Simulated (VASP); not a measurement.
GaN: band structure with PBE

**The experiment to reproduce.**

“Studying electronic properties in GaN without electrical contacts using γ-γ vs e−-γ Perturbed Angular Correlations”, 2019, pmc:6823545 quotes, for a bulk crystal of GaN: band gap 3.503 ± 0.005 eV (direct).

The system is GaN.

```
Ga N
1.0
     3.21804    0.00000    0.00000
    -1.60902    2.78691    0.00000
     0.00000    0.00000    5.24329
Ga N
2 2
Direct
  0.33333 0.66667 0.99915
  0.66667 0.33333 0.49915
  0.33333 0.66667 0.37585
  0.66667 0.33333 0.87585
```

* Program: VASP 6.6.1
* Task: band structure
* Functional: PBE
* Potentials or basis: VASP PAW PBE potentials, release 64 (Ga_d, N)
* Cutoff: 700 eV
* k mesh: 12 × 12 × 6
* Occupations: gaussian, width 0.02 eV
* Spin: no spin polarisation
* Further INCAR settings: ALGO = Normal; EDIFF = 1e-07; NBANDS = 26

| Item | Value |
| --- | --- |
| Band gap on the k mesh | 1.72 eV, direct |
| Band gap along the path | 1.72 eV, direct |

Levels at the corners of the path, in eV from the valence-band top:
```tsv
point	band 16	band 17	band 18	band 19	band 20	band 21
Γ	-0.04	0.00	0.00	1.72	4.07	9.02
M	-2.64	-2.12	-0.96	4.98	5.37	5.98
M	-2.64	-2.12	-0.96	4.98	5.37	5.98
K	-2.87	-2.87	-2.63	5.18	7.53	7.53
K	-2.87	-2.87	-2.63	5.18	7.53	7.53
Γ	-0.04	0.00	0.00	1.72	4.07	9.02
Γ	-0.04	0.00	0.00	1.72	4.07	9.02
A	-0.51	-0.51	-0.51	4.06	4.06	8.31
A	-0.51	-0.51	-0.51	4.06	4.06	8.31
L	-1.87	-1.83	-1.83	4.31	4.31	7.57
L	-1.87	-1.83	-1.83	4.31	4.31	7.57
H	-4.04	-1.42	-1.42	6.22	6.22	7.25
H	-4.04	-1.42	-1.42	6.22	6.22	7.25
A	-0.51	-0.51	-0.51	4.06	4.06	8.31
L	-1.87	-1.83	-1.83	4.31	4.31	7.57
M	-2.64	-2.12	-0.96	4.98	5.37	5.98
K	-2.87	-2.87	-2.63	5.18	7.53	7.53
H	-4.04	-1.42	-1.42	6.22	6.22	7.25
```

It took 3 min on 1 thread of Intel(R) Xeon(R) 6975P-C (Granite Rapids) (shared host), peak memory 0.38 GiB.

Measured gap of GaN: 3.503 eV (direct; quoted in “Studying electronic properties in GaN without electrical contacts using γ-γ vs e−-γ Perturbed Angular Correlations”, 2019, pmc:6823545). This calculation gives 1.72 eV (-1.79 eV). So large a miss can be the level of theory's own, or it may mean another phase, state or a wrong row. Spin-orbit coupling on Ga is left out. The value is that of PBE, without temperature or zero-point motion. Semilocal functionals fall short of measured gaps as a rule.

Caveat: the log is that of the step along the path at fixed density, whose energy, stress, charges and moments have no meaning.
